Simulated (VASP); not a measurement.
# Au (Fm-3m) in VASP: optical spectrum with PBE

Aim: the optical spectrum of Au with PBE.

Everything below comes from runs of VASP 6.6.1. Logs are shortened: lines on timing, memory, paths and dates and some standing lists are left out, and cuts for length are marked.

## (1) The crystal as given

The structure is cubic, space group Fm-3m (No. 225). Conventional cell: a = 4.079 Å, b = 4.079 Å, c = 4.079 Å, α = 90.00°, β = 90.00°, γ = 90.00°. Around Au (site symmetry m-3m) lie 12 Au at 2.88 Å.

## (2) Optical spectrum, PBE

INCAR

```
SYSTEM = Au
  PREC = Accurate
  ENCUT = 520
  EDIFF = 1E-6
  ISMEAR = -1
  SIGMA = 0.05
  LREAL = .FALSE.
  LASPH = .TRUE.
  NELM = 60
  ALGO = Normal
  ISIF = 2
  LWAVE = .FALSE.
  LCHARG = .FALSE.
  GGA = PE
  LOPTICS = .TRUE.
  NBANDS = 30
  NEDOS = 1000
  CSHIFT = 0.1
```

KPOINTS

```
regular mesh
0
G
  8 8 8
  0 0 0
```

POSCAR

```
Au
1.0
    0.0000000000      2.0395000000      2.0395000000
    2.0395000000      0.0000000000      2.0395000000
    2.0395000000      2.0395000000      0.0000000000
Au
1
Direct
    0.0000000000      0.0000000000      0.0000000000
```

Potentials or basis: VASP PAW PBE potentials, release 64 (Au).

Command:

```
$ cat potpaw_PBE.64/Au/POTCAR > POTCAR
$ mpirun -np 1 vasp_std > vasp.out
```

OUTCAR:

```text
SYSTEM = Au
   PREC = Accurate
   ENCUT = 520
   EDIFF = 1E-6
   ISMEAR = -1
   LREAL = .FALSE.
   LASPH = .TRUE.
   NELM = 60
   ISIF = 2
   GGA = PE

 ion  position               nearest neighbor table
   1  0.000  0.000  0.000-

  LATTYP: Found a face centered cubic cell.
 ALAT       =     4.0790000000

  Lattice vectors:

 A1 = (   0.0000000000,   2.0395000000,   2.0395000000)
 A2 = (   2.0395000000,   0.0000000000,   2.0395000000)
 A3 = (   2.0395000000,   2.0395000000,   0.0000000000)

Analysis of symmetry for initial positions (statically):
=====================================================================
 Subroutine PRICEL returns:
 Original cell was already a primitive cell.

 Routine SETGRP: Setting up the symmetry group for a
 face centered cubic supercell.

 Subroutine GETGRP returns: Found 48 space group operations
 (whereof 48 operations were pure point group operations)
 out of a pool of 48 trial point group operations.

The static configuration has the point symmetry O_h .

Analysis of symmetry for dynamics (positions and initial velocities):
=====================================================================
 Subroutine PRICEL returns:
 Original cell was already a primitive cell.

 Routine SETGRP: Setting up the symmetry group for a
 face centered cubic supercell.

 Subroutine GETGRP returns: Found 48 space group operations
 (whereof 48 operations were pure point group operations)
 out of a pool of 48 trial point group operations.
[... 644 lines left out ...]
  -------------------------------------------------------------------------------------
  Total        1.0782671      1.0782671      1.0782671      0.0000000     -0.0000000      0.0000000
  in kB      101.8206343    101.8206343    101.8206343      0.0000000     -0.0000000      0.0000000
  external PRESSURE =     101.8206343 kB  Pullay stress =       0.0000000 kB

 VOLUME and BASIS-vectors are now :
 -----------------------------------------------------------------------------
  energy-cutoff  :      520.00
  volume of cell :       16.97
      direct lattice vectors                 reciprocal lattice vectors
     0.000000000  2.039500000  2.039500000    -0.245158127  0.245158127  0.245158127
     2.039500000  0.000000000  2.039500000     0.245158127 -0.245158127  0.245158127
     2.039500000  2.039500000  0.000000000     0.245158127  0.245158127 -0.245158127

 POSITION                                       TOTAL-FORCE (eV/Angst)
 -----------------------------------------------------------------------------------
      0.00000      0.00000      0.00000         0.000000      0.000000      0.000000
 -----------------------------------------------------------------------------------
    total drift:                               -0.000000     -0.000000     -0.000000

  FREE ENERGIE OF THE ION-ELECTRON SYSTEM (eV)
  ---------------------------------------------------
  free  energy   TOTEN  =        -3.1566557861 eV

  energy  without entropy=       -3.1518686450  energy(sigma->0) =       -3.15426222

 electrical conductivity sigma (Mega S m-1) (frequency dependency in vasprun.xml)
  --------------------------------------------------------------------------------------
       0.274       0.000       0.000
       0.000       0.274      -0.000
       0.000      -0.000       0.274

  frequency dependent IMAGINARY DIELECTRIC FUNCTION (independent particle, no local field effects) density-density
     E(ev)      X         Y         Z        XY        YZ        ZX
  --------------------------------------------------------------------------------------------------------------
     0.00000     0.00000     0.00000     0.00000     0.00000     0.00000     0.00000
     0.92048     0.18171     0.18171     0.18171     0.00000    -0.00000     0.00000
     1.84095     1.56701     1.56701     1.56701     0.00000    -0.00000     0.00000
     2.76143    13.09349    13.09349    13.09349    -0.00000    -0.00000     0.00000
     3.68190     2.84510     2.84510     2.84510    -0.00000    -0.00000    -0.00000
     4.60238     4.28888     4.28888     4.28888    -0.00000    -0.00000    -0.00000
[... 92 lines left out ...]
    90.20663     0.00044     0.00044     0.00044    -0.00000    -0.00000    -0.00000
    91.12711     0.00043     0.00043     0.00043    -0.00000    -0.00000    -0.00000

  frequency dependent      REAL DIELECTRIC FUNCTION (independent particle, no local field effects) density-density
     E(ev)        X           Y           Z          XY          YZ          ZX
  --------------------------------------------------------------------------------------------------------------
     0.00000     9.81131     9.81131     9.81131    -0.00000    -0.00000     0.00000
     0.92048    10.53377    10.53377    10.53377    -0.00000    -0.00000     0.00000
     1.84095    15.30332    15.30332    15.30332     0.00000    -0.00000     0.00000
     2.76143     5.45410     5.45410     5.45410    -0.00000    -0.00000    -0.00000
     3.68190     5.86260     5.86260     5.86260     0.00000     0.00000    -0.00000
     4.60238     5.21479     5.21479     5.21479     0.00000     0.00000    -0.00000
[... 92 lines left out ...]
    90.20663     0.83366     0.83366     0.83366    -0.00000    -0.00000     0.00000
    91.12711     0.83765     0.83765     0.83765    -0.00000    -0.00000     0.00000

  frequency dependent IMAGINARY DIELECTRIC FUNCTION (independent particle, no local field effects) current-current
     E(ev)      X         Y         Z        XY        YZ        ZX
  --------------------------------------------------------------------------------------------------------------
     0.00000    19.22976    19.22976    19.22976    -0.00000     0.00000    -0.00000
     0.92048     2.26304     2.26304     2.26304    -0.00000     0.00000    -0.00000
     1.84095     3.20078     3.20078     3.20078    -0.00000     0.00000     0.00000
     2.76143    13.43904    13.43904    13.43904    -0.00000    -0.00000    -0.00000
     3.68190     3.13643     3.13643     3.13643     0.00000    -0.00000    -0.00000
     4.60238     4.51633     4.51633     4.51633     0.00000    -0.00000    -0.00000
[... 92 lines left out ...]
    90.20663     0.00007     0.00007     0.00007     0.00000    -0.00000     0.00000
    91.12711     0.00007     0.00007     0.00007     0.00000    -0.00000     0.00000

  frequency dependent      REAL DIELECTRIC FUNCTION (independent particle, no local field effects) current-current
     E(ev)        X           Y           Z          XY          YZ          ZX
  --------------------------------------------------------------------------------------------------------------
     0.00000     9.81344     9.81344     9.81344    -0.00000     0.00000    -0.00000
     0.92048    10.52829    10.52829    10.52829    -0.00000     0.00000    -0.00000
     1.84095    15.26169    15.26169    15.26169    -0.00000     0.00000     0.00000
     2.76143     4.40603     4.40603     4.40603     0.00000    -0.00000    -0.00000
     3.68190     5.75466     5.75466     5.75466     0.00000     0.00000    -0.00000
     4.60238     5.06296     5.06296     5.06296     0.00000    -0.00000     0.00000
[... 92 lines left out ...]
    90.20663     0.83366     0.83366     0.83366    -0.00000    -0.00000     0.00000
    91.12711     0.83765     0.83765     0.83765    -0.00000    -0.00000     0.00000
```

OSZICAR:

```text
N       E                     dE             d eps       ncg     rms          rms(c)
DAV:   1     0.846965979856E+02    0.84697E+02   -0.40196E+03  1740   0.324E+02
DAV:   2    -0.176738693070E-01   -0.84714E+02   -0.75767E+02  2148   0.128E+02
DAV:   3    -0.341442455823E+01   -0.33968E+01   -0.33732E+01  2246   0.238E+01
DAV:   4    -0.341764788839E+01   -0.32233E-02   -0.32227E-02  1952   0.733E-01
DAV:   5    -0.341764910209E+01   -0.12137E-05   -0.12119E-05  2028   0.163E-02    0.967E+00
DAV:   6    -0.317832871557E+01    0.23932E+00   -0.42089E-01  1910   0.257E+00    0.610E+00
DAV:   7    -0.315888850787E+01    0.19440E-01   -0.47383E-02  2074   0.846E-01    0.278E+00
DAV:   8    -0.315666313825E+01    0.22254E-02   -0.80194E-04  1886   0.139E-01    0.260E-01
DAV:   9    -0.315665034564E+01    0.12793E-04   -0.69767E-06  2068   0.115E-02    0.166E-02
DAV:  10    -0.315665568646E+01   -0.53408E-05   -0.22574E-06  1966   0.658E-03    0.210E-03
DAV:  11    -0.315665578613E+01   -0.99672E-07   -0.43497E-08  1122   0.908E-04
   1 F= -.31566558E+01 E0= -.31542622E+01  d E =-.478714E-02
 imaginary and real dielectric function
```

Run time: 27 s. Hardware: 1 thread of AMD EPYC 7R43 (Zen 3), shared host; peak memory 0.12 GiB.

Results:

- Free energy: -3.1567 eV
- Pressure: 10.2 GPa
- Band gap on the k mesh: none (metal or under the smearing width)

Levels at points of the mesh, in eV from the Fermi level:
```csv
k point,band 2,band 3,band 4,band 5,band 6,band 7,band 8,band 9,band 10,band 11
"(0.00, 0.00, 0.00)",-4.67,-4.67,-4.67,-3.14,-3.14,14.56,18.58,18.58,18.58,23.50
"(0.50, 0.00, 0.00)",-4.71,-4.71,-1.93,-1.93,-0.94,3.14,14.01,17.21,17.21,25.04
"(0.50, 0.50, 0.00)",-6.74,-1.98,-1.61,-1.61,1.05,5.86,10.06,10.06,17.30,19.92
```

Dielectric function (mean over the directions given):
| energy (eV) | real part | imaginary part |
| --- | --- | --- |
| 0.28 | 9.87 | 0.04 |
| 0.74 | 10.25 | 0.13 |
| 1.20 | 11.17 | 0.30 |
| 1.75 | 14.22 | 1.10 |
| 2.21 | 18.79 | 13.05 |
| 2.76 | 5.45 | 13.09 |
| 3.22 | -0.35 | 3.24 |
| 3.77 | 6.78 | 3.57 |
| 4.23 | 3.30 | 6.10 |
| 4.79 | 4.10 | 7.05 |
| 5.25 | 2.97 | 4.58 |
| 5.80 | 1.78 | 1.85 |
| 6.26 | 5.40 | 3.68 |
| 6.81 | 6.00 | 3.83 |
| 7.27 | 2.27 | 10.85 |
| 7.82 | -1.08 | 4.31 |
| 8.28 | 1.12 | 3.20 |
| 8.84 | 0.67 | 3.53 |
| 9.30 | 2.61 | 2.85 |
| 9.85 | 0.25 | 3.49 |
| 10.31 | 1.37 | 2.10 |
| 10.86 | 0.73 | 3.14 |
| 11.32 | 1.42 | 1.04 |
| 11.87 | 2.87 | 2.82 |
| 12.33 | 1.10 | 3.47 |
| 12.89 | 1.43 | 3.37 |
| 13.35 | 0.62 | 2.37 |
| 13.90 | 1.11 | 1.33 |
| 14.36 | 1.28 | 2.97 |
| 14.91 | 1.04 | 1.95 |
| 15.37 | 1.48 | 2.20 |
| 15.92 | 0.86 | 2.31 |
| 16.38 | 1.17 | 1.28 |
| 16.94 | 1.44 | 1.86 |
| 17.40 | 1.87 | 1.27 |
| 17.95 | 2.33 | 2.70 |
| 18.41 | 1.63 | 2.55 |
| 18.96 | 1.86 | 2.02 |
| 19.42 | 1.35 | 3.27 |
| 19.97 | 0.66 | 3.30 |

Caveat: spectra need much finer meshes, so this one isn't converged; independent-particle spectra lack excitons; the intraband (Drude) part of a metal's response may be missing.
